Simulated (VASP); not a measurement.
Here is the system:

```
CELL_PARAMETERS angstrom
      4.40463     0.00000     0.00000
     -2.20232     3.81453     0.00000
      0.00000     0.00000     6.93844
ATOMIC_POSITIONS crystal
  Er 0.00000 0.00000 0.00000
  Er 0.00000 0.00000 0.50000
  Al 0.66667 0.33333 0.75000
  Al 0.33333 0.66667 0.25000
  Zn 0.66667 0.33333 0.25000
  Zn 0.33333 0.66667 0.75000
```

The numbers are results of PBEsol GGA, VASP's PBE PAW potentials (set 64) (plane waves; VASP), not measurements. Run with 400 eV cut-off, Gaussian smearing of 0.050 eV, potentials Er_3 Al Zn.

The 4f electrons are frozen in the core of the lanthanide potential, so 4f levels, which can set the real gap, and their magnetism are missing.

Estimate the band gap (along the path) with the smallest direct gap where there is one.

The band gap (along the path) is none (metal, semimetal or under 0.01 eV).

Only differences to runs with the same potentials and settings are physical.

The structure comes from a computed database's ErAlZn entry (P6_3/mmc); how it stands against other phases isn't given here. It was relaxed first.
